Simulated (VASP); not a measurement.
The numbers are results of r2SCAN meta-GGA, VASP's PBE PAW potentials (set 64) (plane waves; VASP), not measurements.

Input for VASP

**KPOINTS**
```
Regular mesh
0
gamma
 5 5 2
0 0 0
```

**INCAR**
```
SYSTEM=HgTe
PREC=Accurate; ENCUT=400; LREAL=.FALSE.
LASPH=.TRUE.
EDIFF=1E-6; NELM=100; ALGO=Normal
LMAXMIX=6; LMIXTAU=.TRUE.
ISMEAR=0; SIGMA=0.05
METAGGA=R2SCAN
IBRION=2; NSW=60; ISIF=3
EDIFFG=-0.02
LWAVE=.FALSE.; LCHARG=.FALSE.
```

POSCAR:
```
HgTe
1
    4.7027136639    -0.0000000000     0.0000000000
   -2.3513568320     4.0726696670    -0.0000000000
    0.0000000000    -0.0000000000    10.4003416872
Hg Te
3 3
Direct
  0.6989714876   0.6989714876   0.0000000000
  0.3010285124   1.0000000000   0.6666670000
  0.0000000000   0.3010285124   0.3333330000
  0.5075941220   0.5075941220   0.5000000000
  0.4924058780   0.0000000000   0.1666670000
  1.0000000000   0.4924058780   0.8333330000
```

POTCAR, in this order: Hg Te (PBE.64 set). Program: vasp_std.

What will the output report for the number of irreducible k-points (NKPTS), number of bands (NBANDS), largest plane-wave count, number of space-group operations, FFT grid (NGX, NGY, NGZ)?

```yaml
number of irreducible k-points (NKPTS): 10
number of bands (NBANDS): 32
largest_plane_wave_count: 3651
number_of_space_group_operations: 6
FFT grid (NGX, NGY, NGZ): 32 × 32 × 70
```

The structure comes from a computed database's HgTe entry (P3_221); how it stands against other phases isn't given here. It was relaxed first. The start is the result of an earlier pass.
